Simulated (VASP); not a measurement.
# AlIn3N2 in VASP: a series of runs, part 2 of 2

VASP 6.6.1.

## 3. Relaxation of cell and atoms, PBE

This run uses another cell than the first one, of 21.39 Å³/atom, 1.056 times its volume.

File INCAR:

```
  ALGO = Fast
  EDIFF = 1E-4
  EDIFFG = -0.08
  ENCUT = 520
  GGA = PE
  IBRION = 2
  ISIF = 3
  ISMEAR = 0
  LASPH = True
  LCHARG = False
  LREAL = False
  LWAVE = False
  NELM = 60
  NSW = 24
  PREC = Normal
  SIGMA = 0.15
```

File KPOINTS:

```
k-points
0
Gamma
  3 3 2
```

File POSCAR:

```
AlIn3N2
1.0
    4.4832175800      0.0000000000      0.0000000000
    0.0000000000      4.4832175800      0.0000000000
    0.0000000000      0.0000000000      6.3844355400
Al In N
1 3 2
Direct
    0.0000000000      0.0000000000      0.5000000000
    0.5000000000      0.5000000000      0.0000000000
    0.0000000000      0.0000000000      0.0000000000
    0.5000000000      0.5000000000      0.5000000000
    0.0000000000      0.5000000000      0.2679100000
    0.5000000000      0.0000000000      0.7320900000
```

Potentials or basis: VASP PAW PBE potentials, release 64 (Al, In_d, N).

On the command line:

```
cat potpaw_PBE.64/Al/POTCAR potpaw_PBE.64/In_d/POTCAR potpaw_PBE.64/N/POTCAR > POTCAR
mpirun -np 1 vasp_std > vasp.out
```

OUTCAR:

```text
EDIFF = 1E-4
   EDIFFG = -0.08
   ENCUT = 520
   GGA = PE
   IBRION = 2
   ISIF = 3
   ISMEAR = 0
   LASPH = True
   LREAL = False
   NELM = 60
   NSW = 24
   PREC = Normal

 ion  position               nearest neighbor table
   1  0.000  0.000  0.500-   4 3.17   4 3.17   4 3.17   4 3.17   3 3.19   3 3.19
   2  0.500  0.500  0.000-   5 2.82   6 2.82   6 2.82   5 2.82   3 3.17   3 3.17   3 3.17   3 3.17
                             4 3.19   4 3.19
   3  0.000  0.000  0.000-   5 2.82   6 2.82   5 2.82   6 2.82   2 3.17   2 3.17   2 3.17   2 3.17
                             1 3.19   1 3.19
   4  0.500  0.500  0.500-   5 2.69   6 2.69   6 2.69   5 2.69   1 3.17   1 3.17   1 3.17   1 3.17
                             2 3.19   2 3.19
   5  0.000  0.500  0.268-   4 2.69   4 2.69   2 2.82   3 2.82   2 2.82   3 2.82
   6  0.500  0.000  0.732-   4 2.69   4 2.69   2 2.82   2 2.82   3 2.82   3 2.82

  LATTYP: Found a simple tetragonal cell.
 ALAT       =     4.4832175800
 C/A-ratio  =     1.4240744345

  Lattice vectors:

 A1 = (   4.4832175800,   0.0000000000,   0.0000000000)
 A2 = (   0.0000000000,   4.4832175800,   0.0000000000)
 A3 = (   0.0000000000,   0.0000000000,   6.3844355400)

Analysis of symmetry for initial positions (statically):
[... 159 lines left out ...]
  ---------------------------------------------------
  ext. energy  EPLUGINS =         0.00000000
  ---------------------------------------------------
  free energy    TOTEN  =       -22.93823162 eV

  energy without entropy =      -22.92216141  energy(sigma->0) =      -22.93019652

------------------------ aborting loop because EDIFF is reached ----------------------------------------

  FORCE on cell =-STRESS in cart. coord.  units (eV):
  Direction    XX          YY          ZZ          XY          YZ          ZX
  --------------------------------------------------------------------------------------
  -------------------------------------------------------------------------------------
  Total       -6.9185152     -6.9185152     -4.1449824      0.0000000     -0.0000000     -0.0000000
  in kB      -86.3816194    -86.3816194    -51.7524760      0.0000000     -0.0000000     -0.0000000
  external PRESSURE =     -74.8385716 kB  Pullay stress =       0.0000000 kB
[... 526 lines left out ...]
     30      11.2569      0.00000
     31      12.7245      0.00000

[... ionic steps 4 to 9 ...]

--------------------------------------- Ionic step       10  -------------------------------------------

 number of electron      52.0000109 magnetization

------------------------ aborting loop because EDIFF is reached ----------------------------------------
[... 75 lines left out ...]
--------------------------------------- Ionic step       12  -------------------------------------------

 number of electron      52.0000153 magnetization

 Free energy of the ion-electron system (eV)
  ---------------------------------------------------
  ext. energy  EPLUGINS =         0.00000000
  ---------------------------------------------------
  free energy    TOTEN  =       -26.15433976 eV

  energy without entropy =      -26.09776007  energy(sigma->0) =      -26.12604991

 E-fermi :   6.5411     XC(G=0):  -9.8199

 val. band max:        6.3921378292   @ k =   0.0000   0.0000   0.5000
 cond. band min:       6.5587411700   @ k =   0.0000   0.0000   0.5000
 fundamental gap:      0.1666033408
 Fermi energy:         6.5410561930
[... 235 lines left out ...]
  FREE ENERGIE OF THE ION-ELECTRON SYSTEM (eV)
  ---------------------------------------------------
  free  energy   TOTEN  =       -26.1543397623 eV

  energy  without entropy=      -26.0977600665  energy(sigma->0) =      -26.12604991

 reached required accuracy - stopping structural energy minimisation
```

OSZICAR:

```text
N       E                     dE             d eps       ncg     rms          rms(c)
DAV:   1     0.498081849745E+03    0.49808E+03   -0.24490E+04   372   0.201E+03
DAV:   2     0.389682599516E+02   -0.45911E+03   -0.45050E+03   393   0.484E+02
DAV:   3    -0.226928390310E+02   -0.61661E+02   -0.60383E+02   504   0.182E+02
[... 151 lines left out ...]
DAV:   1    -0.261640533181E+02   -0.85840E-02   -0.12901E+00   407   0.105E+01    0.777E-01
RMM:   2    -0.261553013369E+02    0.87520E-02   -0.38609E-02   395   0.209E+00    0.329E-01
RMM:   3    -0.261543582114E+02    0.94313E-03   -0.85080E-03   438   0.936E-01    0.119E-01
RMM:   4    -0.261543460246E+02    0.12187E-04   -0.17933E-03   419   0.316E-01    0.343E-02
RMM:   5    -0.261543397623E+02    0.62623E-05   -0.38874E-04   278   0.199E-01
  12 F= -.26154340E+02 E0= -.26126050E+02  d E =-.896403E+00
```

It took 2.8 min on 1 thread of Intel Xeon Platinum 8259CL at 2.50GHz (Skylake/Cascade Lake), shared host; peak memory 0.19 GiB.

What came out:

* Free energy: -26.1543 eV
* Relaxed volume: 20.07 Å³/atom
* Relaxed cell: a = 4.166 Å, b = 4.166 Å, c = 6.937 Å, α = 90.00°, β = 90.00°, γ = 90.00°
* Space group after relaxing (to 0.05 Å): P-4m2 (No. 115)
* Energy gained by relaxing: 536.0 meV/atom
* Ionic steps: 12
* Pressure after relaxing: 0.1 GPa
* Largest force after relaxing: 0.068 eV/Å
* Band gap on the k mesh: none (metal or under the smearing width)

Forces on the atoms (eV/Å):
```
Al   0.000  0.000  0.000
In   0.000  0.000  0.000
In   0.000  0.000  0.000
In   0.000  0.000  0.000
N    0.000  0.000 -0.068
N    0.000  0.000  0.068
```

Stress tensor (GPa, compression positive):
```
0.22 0.00 0.00
0.00 0.22 0.00
0.00 0.00 0.00
```

The path:
```tsv
step	energy change (eV)	largest force (eV/Å)	pressure (GPa)	volume (Å³)
1	0.0000	1.1164	-7.48	128.32
2	-0.6748	1.6735	-0.29	110.63
3	-0.6985	1.8258	1.64	107.10
4	-1.1003	1.9311	3.26	105.30
5	-2.2197	1.2588	8.17	99.92
6	0.9171	2.2218	50.78	89.17
7	-2.3197	0.6863	11.37	98.58
8	-2.5244	0.4534	9.41	100.92
9	-2.9552	0.3832	4.94	108.15
10	-3.1914	0.1623	-1.00	123.58
11	-3.2173	0.0452	0.66	119.88
12	-3.2161	0.0678	0.15	120.40
```

Final structure:
```xyz
6
Lattice="4.1661 0.0000 0.0000 0.0000 4.1661 0.0000 0.0000 0.0000 6.9367" Properties=species:S:1:pos:R:3 pbc="T T T"
Al    0.0000    4.1661    3.4684
In    2.0830    2.0830    6.9367
In    0.0000    4.1661    0.0000
In    2.0830    2.0830    3.4684
N     0.0000    2.0830    3.0785
N     2.0830    0.0000    3.8582
```

Caveat: the k mesh is coarse (spacing up to 0.49 Å⁻¹), so the values aren't converged; this functional lacks dispersion, which binds the layers, so the pressure and a relaxed spacing across them are unreliable; the relaxation stopped at a loose force limit of 0.08 eV/Å, so its end isn't a converged minimum.

## 4. Relaxation of cell and atoms, PBE

This run uses another cell than the first one, of 21.86 Å³/atom, 1.079 times its volume.

INCAR is that of step 3.

File KPOINTS:

```
k-points
0
Gamma
  3 3 3
```

File POSCAR:

```
AlIn3N2
1.0
    5.6733947200      0.0000000000      0.0000000000
   -2.8366973600      4.9133039500      0.0000000000
    0.0000000000      0.0000000000      4.7061139300
Al In N
1 3 2
Direct
    0.0000000000      0.0000000000      0.5000000000
    0.5000000000      0.0000000000      0.5000000000
    0.0000000000      0.5000000000      0.5000000000
    0.5000000000      0.5000000000      0.5000000000
    0.3333333300      0.6666666700      0.0000000000
    0.6666666700      0.3333333300      0.0000000000
```

On the command line:

```
cat potpaw_PBE.64/Al/POTCAR potpaw_PBE.64/In_d/POTCAR potpaw_PBE.64/N/POTCAR > POTCAR
mpirun -np 1 vasp_std > vasp.out
```

Run time: 2.1 min. Hardware: 1 thread of Intel Xeon Platinum 8259CL at 2.50GHz (Skylake/Cascade Lake), shared host; peak memory 0.19 GiB.

It converged, with:

```
Free energy                            : -23.7335 eV
Relaxed volume                         : 17.67 Å³/atom
Relaxed cell                           : a = 6.189 Å, b = 6.189 Å, c = 3.196 Å, α = 90.00°, β = 90.00°, γ = 120.00°
Space group after relaxing (to 0.05 Å) : P6/mmm (No. 191)
Energy gained by relaxing              : 898.6 meV/atom
Ionic steps                            : 11
Pressure after relaxing                : 0.0 GPa
Band gap on the k mesh                 : none (metal or under the smearing width)
```

Stress tensor (GPa, compression positive):
```
-0.01  0.00  0.00
 0.00 -0.01  0.00
 0.00  0.00 -0.11
```

The path:
```tsv
step	energy change (eV)	largest force (eV/Å)	pressure (GPa)	volume (Å³)
1	0.0000	0.0000	-1.97	131.18
2	-3.4476	0.0000	-5.09	124.11
3	-4.8151	0.0000	-5.58	117.78
4	-3.1546	0.0000	11.58	100.07
5	-5.2441	0.0000	-5.38	113.89
6	-5.2904	0.0000	-4.24	112.23
7	-5.2848	0.0000	-4.39	112.79
8	-5.3554	0.0000	3.31	102.71
9	-5.3873	0.0000	0.03	105.99
10	-5.3873	0.0000	-0.31	106.17
11	-5.3918	0.0000	-0.04	106.02
```

Final structure:
```
Al In N
1.0
     6.18911    0.00000    0.00000
    -3.09455    5.35993    0.00000
     0.00000    0.00000    3.19599
Al In N
1 3 2
Direct
  0.00000 0.00000 0.50000
  0.50000 0.00000 0.50000
  0.00000 0.50000 0.50000
  0.50000 0.50000 0.50000
  0.33333 0.66667 0.00000
  0.66667 0.33333 0.00000
```

Levels at points of the mesh, in eV from the Fermi level:
```tsv
k point	band 24	band 25	band 26	band 27	band 28	band 29
(0.00, 0.00, 0.00)	-1.08	-0.90	-0.66	-0.66	2.57	2.96
```

Caveat: the k mesh is coarse (spacing up to 0.45 Å⁻¹), so the values aren't converged; the volume moved by over 15 % at a fixed basis, so the end points are rough; the relaxation stopped at a loose force limit of 0.08 eV/Å, so its end isn't a converged minimum.
